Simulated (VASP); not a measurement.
A VASP calculation is set up with these files.

KPOINTS:
```
Automatic mesh
0
Gamma
5 5 5
0 0 0
```

### INCAR
```
EDIFF=1E-6   ! SCF stop (eV)
SIGMA=0.05   ! width (eV)
IBRION=2   ! conjugate gradients
ISIF=3   ! ions, shape and volume
LMAXMIX=4
ISMEAR=0   ! Gaussian
NELM=100   ! most electronic steps
GGA=PS
LREAL=F
LASPH=T   ! aspherical one-centre terms
LWAVE=F
EDIFFG=-0.02
SYSTEM=Ti3AlN
ENCUT=520   ! plane-wave cut-off (eV)
NSW=60
ALGO=Normal
PREC=Accurate
LCHARG=F
```

**POSCAR**
```
Ti3AlN
1.0
  4.0862379832   0.0000000000   0.0000000000
  0.0000000000   4.0862379832   0.0000000000
  0.0000000000   0.0000000000   4.0862379832
Ti Al N
3 1 1
Cartesian
  2.0431189916   0.0000000000   2.0431189916
  0.0000000000   2.0431189916   2.0431189916
  2.0431189916   2.0431189916   0.0000000000
  0.0000000000   0.0000000000   0.0000000000
  2.0431189916   2.0431189916   2.0431189916
```

POTCAR, in this order: Ti_sv Al N (PBE.64 set). Program: vasp_std.

Problem. Translate this PBEsol calculation to Ansatz.

Solution. One equivalent input (not run):
Ansatz 0.2 input:
```yaml
crystal:
  lattice:
    - [4.0862380, 0.0000000, 0.0000000]
    - [0.0000000, 4.0862380, 0.0000000]
    - [0.0000000, 0.0000000, 4.0862380]
  atoms:
    - { symbol: Ti, position: [0.5000000, 0.0000000, 0.5000000] }
    - { symbol: Ti, position: [0.0000000, 0.5000000, 0.5000000] }
    - { symbol: Ti, position: [0.5000000, 0.5000000, 0.0000000] }
    - { symbol: Al, position: [0.0000000, 0.0000000, 0.0000000] }
    - { symbol: N, position: [0.5000000, 0.5000000, 0.5000000] }
kpoints:
  mp_grid: { grid: [5, 5, 5] }
hamiltonian:
  xc: pbesol
  pseudopotentials: { kind: paw }
scf:
  occupations: { method: gaussian, width: 0.05 }
  max_iter: 100
relax:
  max_steps: 60
  f_tol: 0.02
  cell: {}
output: { forces: true, stress: true, eigenvalues: true }
```
Limits of the translation: each code has its own PAW files, so the cut-off isn't converted (ENCUT is set for VASP's; basis.ecutwfc is left out, and Ansatz then takes the one that its files recommend); Ansatz stops its SCF on the density residual and VASP on the energy change (EDIFF).

The structure comes from a computed database's Ti3AlN entry (Pm-3m); how it stands against other phases isn't given here. It was relaxed first. The start is the result of an earlier pass.
